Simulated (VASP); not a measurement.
WC: single point with PBE

The system is WC.

```
CELL_PARAMETERS angstrom
2.90650 0.00000 0.00000
-1.45325 2.51710 0.00000
0.00000 0.00000 2.83660
ATOMIC_POSITIONS crystal
W 0.00000 0.00000 0.00000
C 0.66667 0.33333 0.50000
```

```
Program             : VASP 6.6.1
Task                : single point
Functional          : PBE
Potentials or basis : VASP PAW PBE potentials, release 64 (W_sv, C)
Cutoff              : 520 eV
k mesh              : 15 × 15 × 12
Occupations         : gaussian, width 0.1 eV
Spin                : no spin polarisation
```

| Property | Result |
| --- | --- |
| Pressure | 6.7 GPa |
| Band gap on the k mesh | none (metal or under the smearing width) |

Stress tensor (GPa, compression positive):
```
6.75 0.00 0.00
0.00 6.75 0.00
0.00 0.00 6.45
```

Levels at points of the mesh, in eV from the Fermi level:
| k point | band 5 | band 6 | band 7 | band 8 | band 9 | band 10 | band 11 | band 12 | band 13 |
| --- | --- | --- | --- | --- | --- | --- | --- | --- | --- |
| (0.00, 0.00, 0.00) | -14.43 | -4.29 | -3.32 | -3.32 | 0.10 | 3.25 | 3.25 | 5.64 | 5.64 |
| (0.00, 0.00, 0.50) | -10.41 | -8.64 | -2.00 | -2.00 | -0.57 | -0.57 | 3.69 | 4.54 | 4.54 |

Wall time 38 s on 1 thread of Intel(R) Xeon(R) Platinum 8488C (Sapphire Rapids), on a shared host, peak memory 0.18 GiB.

The run has no spin-orbit coupling, so splittings on W are missing.
